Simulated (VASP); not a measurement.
# In2B (R3m) in VASP: notebook

One crystal, In2B, is run at these levels: PBE; tasks: single point, relaxation of cell and atoms.

Program: VASP 6.6.1. These are calculated values, not measurements. Logs are shortened: lines on timing, memory, paths and dates and some standing lists are left out, and cuts for length are marked.

## Step 1: The structure

Symmetry: R3m, No. 160, trigonal system. Conventional cell: a = 3.462 Å, b = 3.462 Å, c = 17.248 Å, α = 90.00°, β = 90.00°, γ = 120.00°. In (site symmetry 3m) is surrounded by 3 B at 2.54 Å. In (site symmetry 3m) is surrounded by 3 B at 2.54 Å. B (site symmetry 3m) is surrounded by 6 In at 2.54 Å.

The cell was built by a generator and needn't be a form met in nature.

## Step 2: Single point, PBE

Input file INCAR:

```
PREC = Accurate ; ENCUT = 520
EDIFF = 1E-6 ; ISMEAR = 0
SIGMA = 0.1 ; LREAL = False
LASPH = True ; NELM = 100
ALGO = Normal ; ISIF = 2
LWAVE = False ; LCHARG = False
GGA = PE ; NBANDS = 22
```

Input file KPOINTS:

```
Automatic mesh
0
Gamma
  6 6 6
```

Input file POSCAR:

```
In2B
1.0
    1.7310969821      0.9994493086      5.7492162258
   -1.7310969821      0.9994493086      5.7492162258
    0.0000000000     -1.9988986172      5.7492162258
In B
2 1
Direct
    0.7573176405      0.7573176405      0.7573176405
    0.5758804198      0.5758804198      0.5758804198
    0.0001019397      0.0001019397      0.0001019397
```

Potentials or basis: VASP PAW PBE potentials, release 64 (In_d, B).

Command:

```sh
$ cat potpaw_PBE.64/In_d/POTCAR potpaw_PBE.64/B/POTCAR > POTCAR
$ mpirun -np 1 vasp_std > vasp.out
```

OUTCAR:

```text
PREC = Accurate
   ENCUT = 520
   EDIFF = 1E-6
   ISMEAR = 0
   LREAL = False
   LASPH = True
   NELM = 100
   ISIF = 2
   GGA = PE

 ion  position               nearest neighbor table
   1  0.757  0.757  0.757-   3 2.54   3 2.54   3 2.54   2 3.13   2 3.30   2 3.30   2 3.30
   2  0.576  0.576  0.576-   3 2.54   3 2.54   3 2.54   1 3.13   1 3.30   1 3.30   1 3.30
   3  0.000  0.000  0.000-   1 2.54   1 2.54   1 2.54   2 2.54   2 2.54   2 2.54

  LATTYP: Found a trigonal (rhomboedric) cell.
 ALAT       =     6.0867957821
 COS(alpha) =     0.8382309883

  Lattice vectors:

 A1 = (   1.7310969821,   0.9994493086,   5.7492162258)
 A2 = (  -1.7310969821,   0.9994493086,   5.7492162258)
 A3 = (   0.0000000000,  -1.9988986172,   5.7492162258)

Analysis of symmetry for initial positions (statically):
=====================================================================
 Subroutine PRICEL returns:
 Original cell was already a primitive cell.

 Routine SETGRP: Setting up the symmetry group for a
 trigonal (rhombohedral) supercell.

 Subroutine GETGRP returns: Found  6 space group operations
 (whereof  6 operations were pure point group operations)
 out of a pool of 12 trial point group operations.

The static configuration has the point symmetry C_3v.

Analysis of symmetry for dynamics (positions and initial velocities):
=====================================================================
 Subroutine PRICEL returns:
 Original cell was already a primitive cell.

 Routine SETGRP: Setting up the symmetry group for a
 trigonal (rhombohedral) supercell.

 Subroutine GETGRP returns: Found  6 space group operations
 (whereof  6 operations were pure point group operations)
 out of a pool of 12 trial point group operations.

The dynamic configuration has the point symmetry C_3v.

 Subroutine INISYM returns: Found  6 space group operations
 (whereof  6 operations are pure point group operations),
 and found     1 'primitive' translations

----------------------------------------------------------------------------------------

                                     Primitive cell

  volume of cell :      59.6818

  direct lattice vectors                    reciprocal lattice vectors
     1.731096982  0.999449309  5.749216226     0.288834193  0.166758499  0.057978918
    -1.731096982  0.999449309  5.749216226    -0.288834193  0.166758499  0.057978918
     0.000000000 -1.998898617  5.749216226     0.000000000 -0.333516998  0.057978918

  length of vectors
     6.086795782  6.086795782  6.086795782     0.338519044  0.338519044  0.338519044

  position of ions in fractional coordinates (direct lattice)
     0.757317640  0.757317640  0.757317640
     0.575880420  0.575880420  0.575880420
     0.000101940  0.000101940  0.000101940

  ion indices of the primitive-cell ions
   primitive index   ion index
                 1           1
                 2           2
                 3           3

----------------------------------------------------------------------------------------

 KPOINTS: Automatic mesh

Automatic generation of k-mesh.
 Grid dimensions read from file:
 generate k-points for:    6    6    6

 Generating k-lattice:

  Cartesian coordinates                     Fractional coordinates (reciprocal lattice)
     0.048139032  0.027793083  0.009663153     0.166666667  0.000000000  0.000000000
    -0.048139032  0.027793083  0.009663153     0.000000000  0.166666667  0.000000000
     0.000000000 -0.055586166  0.009663153     0.000000000  0.000000000  0.166666667

  Length of vectors
     0.056419841  0.056419841  0.056419841

  Shift w.r.t. Gamma in fractional coordinates (k-lattice)
     0.000000000  0.000000000  0.000000000

 Subroutine IBZKPT returns following result:
 ===========================================

 Found     32 irreducible k-points:

 Following reciprocal coordinates:
            Coordinates               Weight
  0.000000  0.000000  0.000000      1.000000
  0.166667  0.000000  0.000000      6.000000
  0.333333 -0.000000 -0.000000      6.000000
  0.500000  0.000000 -0.000000      3.000000
  0.166667  0.166667  0.000000      6.000000
  0.333333  0.166667  0.000000     12.000000
[... 16 lines left out ...]
  0.500000  0.500000  0.166667      6.000000
 -0.333333  0.500000  0.166667     12.000000
 [... further k-points ...]
   k-points           NKPTS =     32   k-points in BZ     NKDIM =     32   number of bands    NBANDS=     22
   number of dos      NEDOS =    301   number of ions     NIONS =      3
   total plane-waves  NPLWV = 110592
   dimension x,y,z NGX =    48 NGY =   48 NGZ =   48
   dimension x,y,z NGXF=    96 NGYF=   96 NGZF=   96
   ions per type =               2   1
   NGX,Y,Z   is equivalent  to a cutoff of  13.11, 13.11, 13.11 a.u.
   NGXF,Y,Z  is equivalent  to a cutoff of  26.22, 26.22, 26.22 a.u.
 SYSTEM =  unknown system
   PREC   = accura    normal or accurate (medium, high low for compatibility)
   ISTART =      0    job   : 0-new  1-cont  2-samecut
   ICHARG =      2    charge: 1-file 2-atom 10-const
   ISPIN  =      1    spin polarized calculation?
   LNONCOLLINEAR =      F non collinear calculations
   LSORBIT =      F    spin-orbit coupling
   LASPH  =      T    aspherical Exc in radial PAW
   ENCUT  =  520.0 eV  38.22 Ry    6.18 a.u.  11.32 11.32 11.32*2*pi/ulx,y,z
   NELM   =    100;   NELMIN=  2; NELMDL= -5     # of ELM steps
   EDIFF  = 0.1E-05   stopping-criterion for ELM
   LREAL  =      F    real-space projection
   EDIFFG = 0.1E-04   stopping-criterion for IOM
   NSW    =      0    number of steps for IOM
   IBRION =     -1    ionic relax: 0-MD 1-quasi-New 2-CG
   NFREE  =      0    steps in history (QN), initial steepest desc. (CG)
   ISIF   =      2    stress and relaxation
   ISYM   =      2    0-nonsym 1-usesym 2-fastsym
   POTIM  = 0.5000    time-step for ionic-motion
   TEBEG  =    0.0;   TEEND  =   0.0 temperature during run
   PSTRESS=    0.0 pullay stress
   NELECT =      29.0000    total number of electrons
   NUPDOWN=      -1.0000    fix difference up-down
   EMIN   =  10.00;   EMAX   =-10.00  energy-range for DOS
   EFERMI =   0.00;   METHOD = LEGACY
   ISMEAR =     0;   SIGMA  =   0.10  broadening in eV -4-tet -1-fermi 0-gaus
   EFERMI_NEDOS =   21; number of points for ismear=-14 and -15
   IALGO  =     38    algorithm
   IMIX   =      4    mixing-type and parameters
     AMIX     =   0.40;   BMIX     =  1.00
     AMIX_MAG =   1.60;   BMIX_MAG =  1.00
  volume/ion in A,a.u.               =      19.89       134.25
  Fermi-wavevector in a.u.,A,eV,Ry     =   1.287044  2.432161 22.537818  1.656483
  Thomas-Fermi vector in A             =   2.419082
   LORBIT       =      0    0 simple, 1 ext, 2 COOP (PROOUT), +10 PAW based schemes
   GGA     = PE    functional components
   LHFCALC =     F    Hartree Fock is set to
   AEXX    =    0.0000 exact exchange contribution
   IVDW    =     0    specifies the selected vdW correction
   LEPSILON=     F    determine dielectric tensor
   LRPA    =     F    only Hartree local field effects (RPA)
 non-spin polarized calculation
 Gauss-broadening in eV      SIGMA  =   0.10
  energy-cutoff  :      520.00
  volume of cell :       59.68
 maximum number of plane-waves:      1629
 NGX is ok and might be reduce to    48
   NGX = 23   NGY = 23   NGZ = 23

 number of electron      29.0000001 magnetization

 Free energy of the ion-electron system (eV)
  ---------------------------------------------------
  ext. energy  EPLUGINS =         0.00000000
  ---------------------------------------------------
  free energy    TOTEN  =        -9.36234271 eV

  energy without entropy =       -9.34948667  energy(sigma->0) =       -9.35591469

 E-fermi :   7.1530     XC(G=0): -10.5010

 val. band max:        7.1412572666   @ k =   0.3333   0.1667   0.0000
 cond. band min:       7.1694022738   @ k =  -0.1667   0.1667   0.0000
 fundamental gap:      0.0281450072
 Fermi energy:         7.1530126058

 k-point     1 :       0.0000    0.0000    0.0000
  band No.  band energies     occupation
      1      -7.3621      2.00000
      2      -7.2577      2.00000
      3      -7.2577      2.00000
      4      -7.2348      2.00000
      5      -7.2348      2.00000
      6      -7.1909      2.00000
[... 14 lines left out ...]
     21      15.5325      0.00000
     22      17.6199      0.00000

 k-point     2 :       0.1667    0.0000    0.0000
  band No.  band energies     occupation
      1      -7.3470      2.00000
      2      -7.2920      2.00000
      3      -7.2632      2.00000
      4      -7.2124      2.00000
      5      -7.1873      2.00000
      6      -7.1871      2.00000
[... 14 lines left out ...]
     21      16.3715      0.00000
     22      16.4364      0.00000

 k-point     3 :       0.3333   -0.0000   -0.0000
  band No.  band energies     occupation
      1      -7.4066      2.00000
      2      -7.3402      2.00000
      3      -7.3062      2.00000
      4      -7.2681      2.00000
      5      -7.1677      2.00000
      6      -7.1352      2.00000
[... 14 lines left out ...]
     21      15.7702      0.00000
     22      17.4153      0.00000

 k-point     4 :       0.5000    0.0000   -0.0000
  band No.  band energies     occupation
      1      -7.4723      2.00000
      2      -7.3685      2.00000
      3      -7.3016      2.00000
      4      -7.2966      2.00000
      5      -7.1730      2.00000
      6      -7.1232      2.00000
[... 14 lines left out ...]
     21      15.9407      0.00000
     22      16.8828      0.00000

 k-point     5 :       0.1667    0.1667    0.0000
  band No.  band energies     occupation
      1      -7.3640      2.00000
      2      -7.2848      2.00000
      3      -7.2476      2.00000
      4      -7.2260      2.00000
      5      -7.1823      2.00000
      6      -7.1452      2.00000
[... 417 lines left out ...]
 k-point    22 :      -0.1667    0.3333    0.1667
  band No.  band energies     occupation
      1      -7.4186      2.00000
      2      -7.3403      2.00000
      3      -7.2828      2.00000
      4      -7.2485      2.00000
      5      -7.1932      2.00000
      6      -7.1454      2.00000
[... 14 lines left out ...]
     21      15.2253      0.00000
     22      16.3472      0.00000

 k-point    23 :       0.5000    0.5000    0.1667
  band No.  band energies     occupation
      1      -7.4393      2.00000
      2      -7.3328      2.00000
      3      -7.2829      2.00000
      4      -7.2645      2.00000
      5      -7.2145      2.00000
      6      -7.1413      2.00000
[... 14 lines left out ...]
     21      14.9578      0.00000
     22      15.6846      0.00000

 k-point    24 :      -0.3333    0.5000    0.1667
  band No.  band energies     occupation
      1      -7.4218      2.00000
      2      -7.3431      2.00000
      3      -7.3153      2.00000
      4      -7.2406      2.00000
      5      -7.2006      2.00000
      6      -7.1576      2.00000
[... 14 lines left out ...]
     21      14.4348      0.00000
     22      16.8764      0.00000

 [... further k-points ...]

------------------------ aborting loop because EDIFF is reached ----------------------------------------

  FORCE on cell =-STRESS in cart. coord.  units (eV):
  Direction    XX          YY          ZZ          XY          YZ          ZX
  --------------------------------------------------------------------------------------
  -------------------------------------------------------------------------------------
  Total        0.0850207      0.0850207      0.0484083      0.0000000      0.0000000      0.0000000
  in kB        2.2824071      2.2824071      1.2995373      0.0000000      0.0000000      0.0000000
  external PRESSURE =       1.9547838 kB  Pullay stress =       0.0000000 kB

 VOLUME and BASIS-vectors are now :
 -----------------------------------------------------------------------------
  energy-cutoff  :      520.00
  volume of cell :       59.68
      direct lattice vectors                 reciprocal lattice vectors
     1.731096982  0.999449309  5.749216226     0.288834193  0.166758499  0.057978918
    -1.731096982  0.999449309  5.749216226    -0.288834193  0.166758499  0.057978918
     0.000000000 -1.998898617  5.749216226     0.000000000 -0.333516998  0.057978918

 POSITION                                       TOTAL-FORCE (eV/Angst)
 -----------------------------------------------------------------------------------
      0.00000      0.00000     13.06195         0.000000      0.000000      0.022511
      0.00000      0.00000      9.93258         0.000000     -0.000000     -0.022264
      0.00000      0.00000      0.00176         0.000000     -0.000000     -0.000246
 -----------------------------------------------------------------------------------
    total drift:                               -0.000000     -0.000000      0.000135

  FREE ENERGIE OF THE ION-ELECTRON SYSTEM (eV)
  ---------------------------------------------------
  free  energy   TOTEN  =        -9.3623427052 eV

  energy  without entropy=       -9.3494866699  energy(sigma->0) =       -9.35591469
```

It took 38 s on 1 thread of Intel Xeon 6975P-C (Granite Rapids), shared host; peak memory 0.32 GiB.

Results:

```
Free energy            : -9.3623 eV
Pressure               : 0.2 GPa
Largest force          : 0.023 eV/Å
Band gap on the k mesh : none (metal or under the smearing width)
```

Forces in eV/Å, atoms in the order of the input:
```
In   0.000  0.000  0.023
In   0.000  0.000 -0.022
B    0.000  0.000  0.000
```

Stress tensor (GPa, compression positive):
```
0.23 0.00 0.00
0.00 0.23 0.00
0.00 0.00 0.13
```

## Step 3: Relaxation of cell and atoms, PBE

This run uses another cell than the first one, of 17.09 Å³/atom, 0.859 times its volume.

Input file INCAR:

```
SYSTEM = In2B
PREC = Accurate
ENCUT = 600
EDIFF = 1E-6
ISMEAR = 0
SIGMA = 0.1
LREAL = .FALSE.
LASPH = .TRUE.
NELM = 100
ALGO = Fast
ISIF = 3
LWAVE = .FALSE.
LCHARG = .FALSE.
GGA = PE
IBRION = 2
NSW = 90
EDIFFG = -0.04
```

Input file KPOINTS:

```
Automatic mesh
0
G
  6 6 6
  0 0 0
```

Input file POSCAR:

```
In2B
1.0
    1.5636577283      0.9027782104      6.0542460434
   -1.5636577283      0.9027782104      6.0542460434
    0.0000000000     -1.8055564207      6.0542460434
In B
2 1
Direct
    0.7484000000      0.7484000000      0.7484000000
    0.5849000000      0.5849000000      0.5849000000
    0.0000000000      0.0000000000      0.0000000000
```

Potentials or basis: VASP PAW PBE potentials, release 64 (In_d, B).

Command:

```sh
$ cat potpaw_PBE.64/In_d/POTCAR potpaw_PBE.64/B/POTCAR > POTCAR
$ mpirun -np 1 vasp_std > vasp.out
```

Run time: 12 min. Hardware: 1 thread of Intel Xeon 6975P-C (Granite Rapids), shared host; peak memory 0.39 GiB.

It converged, with:

```yaml
Free_energy: -9.3591 eV
Relaxed_volume: 19.85 Å³/atom
Relaxed_cell: a = 6.080 Å, b = 6.080 Å, c = 6.080 Å, α = 33.07°, β = 33.07°, γ = 33.07°
Space_group_after_relaxing_to_0.05_Å: R3m (No. 160)
Energy_gained_by_relaxing: 313.8 meV/atom
Ionic_steps: 12
Pressure_after_relaxing: 0.2 GPa
Largest_force_after_relaxing: 0.026 eV/Å
Band_gap_on_the_k_mesh: none (metal or under the smearing width)
```

Forces in eV/Å, atoms in the order of the input:
```
In   0.000  0.000 -0.026
In   0.000  0.000  0.022
B    0.000  0.000  0.004
```

The path:
```tsv
step	energy change (eV)	largest force (eV/Å)	pressure (GPa)	volume (Å³)
1	0.0000	2.1862	21.09	51.28
2	-0.7070	0.1601	-5.04	69.78
3	-0.8114	0.3603	-0.82	63.24
4	-0.8118	0.3253	-0.78	63.58
5	-0.8004	0.1849	-2.58	65.49
6	-0.8116	0.3155	-1.27	63.85
7	-0.8565	0.2551	-1.25	62.96
8	-0.9357	0.2168	0.25	60.15
9	-0.9358	0.2121	0.01	60.30
10	-0.9398	0.1051	-0.19	60.28
11	-0.9410	0.0125	-0.35	60.25
12	-0.9414	0.0260	0.21	59.55
```

Final structure:
```
In B
1.0
     1.73031    0.99899    5.74188
    -1.73031    0.99899    5.74188
     0.00000   -1.99799    5.74188
In B
2 1
Cartesian
  0.0000 0.0000 13.0533
  0.0000 0.0000 9.9127
  0.0000 0.0000 0.0010
```

Levels at points of the mesh, in eV from the Fermi level:
| k point | band 12 | band 13 | band 14 | band 15 | band 16 | band 17 |
| --- | --- | --- | --- | --- | --- | --- |
| (0.00, 0.00, 0.00) | -5.71 | -5.25 | 2.11 | 2.11 | 4.69 | 6.08 |
| (0.50, 0.00, 0.00) | -5.61 | -2.95 | -2.19 | -0.15 | 0.50 | 1.43 |
| (0.50, 0.50, 0.00) | -5.35 | -3.77 | -3.08 | 0.17 | 1.53 | 2.57 |
| (0.50, 0.50, 0.50) | -8.39 | -0.69 | 0.82 | 2.06 | 2.06 | 6.82 |

Caveat: the k mesh is coarse (spacing up to 0.39 Å⁻¹), so the values aren't converged; the volume moved by over 15 % at a fixed basis, so the end points are rough.
